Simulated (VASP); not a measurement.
OSZICAR of a VASP run on Pt (space group Fm-3m):

File OSZICAR:
```
       N       E                     dE             d eps       ncg     rms          rms(c)
DAV:   1     0.144357383216E+02    0.14436E+02   -0.40080E+03  5073   0.629E+02
DAV:   2    -0.632373756756E+01   -0.20759E+02   -0.19824E+02  4162   0.128E+02
DAV:   3    -0.646637399072E+01   -0.14264E+00   -0.14180E+00  4761   0.102E+01
DAV:   4    -0.646683001996E+01   -0.45603E-03   -0.45601E-03  4437   0.604E-01
DAV:   5    -0.646683321052E+01   -0.31906E-05   -0.31920E-05  4560   0.449E-02    0.129E+01
DAV:   6    -0.613862743917E+01    0.32821E+00   -0.83152E-01  4053   0.831E+00    0.690E+00
DAV:   7    -0.609888176135E+01    0.39746E-01   -0.16104E-01  4209   0.357E+00    0.252E+00
DAV:   8    -0.609539316032E+01    0.34886E-02   -0.62160E-03  4212   0.752E-01    0.504E-01
DAV:   9    -0.609525268454E+01    0.14048E-03   -0.12523E-04  4196   0.115E-01    0.190E-02
DAV:  10    -0.609525793013E+01   -0.52456E-05   -0.27544E-06  4662   0.131E-02    0.455E-03
DAV:  11    -0.609525795964E+01   -0.29513E-07   -0.22364E-08  2162   0.155E-03
   1 F= -.60952580E+01 E0= -.60861190E+01  d E =-.182780E-01
```

Q: Which electronic solver shows in the log?

A: It is blocked Davidson (ALGO = Normal, or the opening steps of other solvers). The INCAR had ALGO = Normal.

Q: Can the final energy be trusted as converged?

A: The run converged. It stopped with EDIFF = 1E-6, NELM = 100 (PBE GGA, plane waves, VASP's PBE PAW potentials (set 64)).

The structure is a typed Pt crystal (Fm-3m). The cell was not relaxed at this level.
